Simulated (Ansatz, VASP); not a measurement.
MgCd3O2: VASP beside Ansatz

Contents of INCAR:

```
SYSTEM = MgCd3O2
PREC = Accurate ; ENCUT = 600
EDIFF = 1E-6 ; ISMEAR = 0
SIGMA = 0.2 ; LREAL = .FALSE.
LASPH = .TRUE. ; NELM = 60
ALGO = Normal ; ISIF = 3
LWAVE = .FALSE. ; LCHARG = .FALSE.
GGA = PE ; IBRION = 2
NSW = 36 ; EDIFFG = -0.08
```

File KPOINTS:

```
Automatic mesh
0
G
  6 6 2
  0 0 0
```

Contents of POSCAR:

```
MgCd3O2
1.0
    3.3000000000      0.0000000000      0.0000000000
   -1.6500000000      2.8578838300      0.0000000000
    0.0000000000      0.0000000000     10.8000000000
Mg Cd O
1 3 2
Direct
    0.0000000000      0.0000000000      0.0000000000
    0.6666666700      0.3333333300      0.2250000000
    0.3333333300      0.6666666700      0.7750000000
    0.0000000000      0.0000000000      0.5000000000
    0.3333333300      0.6666666700      0.1060000000
    0.6666666700      0.3333333300      0.8940000000
```

Input for Ansatz:

```yaml
crystal:
  lattice:
    - [3.3, 0.0, 0.0]
    - [-1.65, 2.85788383, 0.0]
    - [0.0, 0.0, 10.8]
  atoms:
    - { symbol: Mg, position: [0.0, 0.0, 0.0] }
    - { symbol: Cd, position: [0.66666667, 0.33333333, 0.225] }
    - { symbol: Cd, position: [0.33333333, 0.66666667, 0.775] }
    - { symbol: Cd, position: [0.0, 0.0, 0.5] }
    - { symbol: O, position: [0.33333333, 0.66666667, 0.106] }
    - { symbol: O, position: [0.66666667, 0.33333333, 0.894] }
basis:
  ecutwfc: 420
kpoints:
  mp_grid: { grid: [6, 6, 2] }
hamiltonian:
  xc: pbe
scf:
  occupations: { method: gaussian, width: 0.2 }
  lower_state_search: "off"
output:
  forces: true
  stress: true
  eigenvalues: true
relax:
  adjacent_minimum: "off"
  f_tol: 0.08
  max_steps: 16
  cell: { stress_tol: 0.8 }
```

Alike in both runs: task relaxation of cell and atoms; functional PBE; k mesh 6 × 6 × 2; occupations gaussian, width 0.2 eV; no spin polarisation.

```csv
,VASP,Ansatz
version,VASP 6.6.1,Ansatz 0.2.0
potentials or method,"VASP PAW PBE potentials, release 64 (Mg, Cd, O)","scalar-relativistic, plane waves, PAW"
plane-wave cutoff (eV),600,420
valence electrons in the cell,50,82
```

|  | VASP | Ansatz | Ansatz less VASP |
| --- | --- | --- | --- |
| gap on the k mesh at the Fermi level, each at its own relaxed structure (eV) | none | none | - |
| relaxed volume (Å³/atom) | 15.21 | 15.26 | +0.053 |
| relaxed cell length with the largest relative difference (Å) | 10.168 | 10.183 | +0.0154 |
| energy change over the relaxation (meV/atom) | -125 | -119 | +6.0 |

A gap of «none» marks a metal or a gap that the smearing closes. The two sets of potentials don't hold the same shells in valence.

Caveats: the k mesh is coarse (spacing up to 0.37 Å⁻¹), so the values aren't converged.
